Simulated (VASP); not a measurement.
Level of theory: PBE GGA, VASP's PBE PAW potentials (set 64) (plane waves; VASP).

VASP input:

**INCAR**
```
! general
SYSTEM  = KBr
PREC    = Accurate
ENCUT   = 500
LREAL   = F
LASPH   = T

! electronic loop
EDIFF   = 1E-6
NELM    = 100
ALGO    = Normal
LMAXMIX = 4

! smearing
ISMEAR  = 0
SIGMA   = 0.05

! functional
GGA     = PE

! ions
IBRION  = 2
NSW     = 40
ISIF    = 3
EDIFFG  = -0.02
PSTRESS = 450

! output
LWAVE   = F
LCHARG  = F
```

### POSCAR
```
KBr
1
    0.0000000000     2.7789627092     2.7789627092
    2.7789627092     0.0000000000     2.7789627092
    2.7789627092     2.7789627092     0.0000000000
K Br
1 1
Direct
  0.0000000000   0.0000000000   0.0000000000
  0.5000000000   0.5000000000   0.5000000000
```

### KPOINTS
```
Automatic mesh
0
G
 8 8 8
```

POTCAR, in this order: K_sv Br (PBE.64 set). Program: vasp_std.

Q: What will the output report for the number of irreducible k-points (NKPTS), largest plane-wave count, number of space-group operations, FFT grid (NGX, NGY, NGZ)?

A: 
```yaml
number of irreducible k-points (NKPTS): 29
largest_plane_wave_count: 1106
number_of_space_group_operations: 48
FFT grid (NGX, NGY, NGZ): 30 × 30 × 30
```

The compound is KBr in the rock salt structure. This run relaxes it under an external pressure of 45 GPa. Symmetry was kept, so distortions that lower it aren't found.
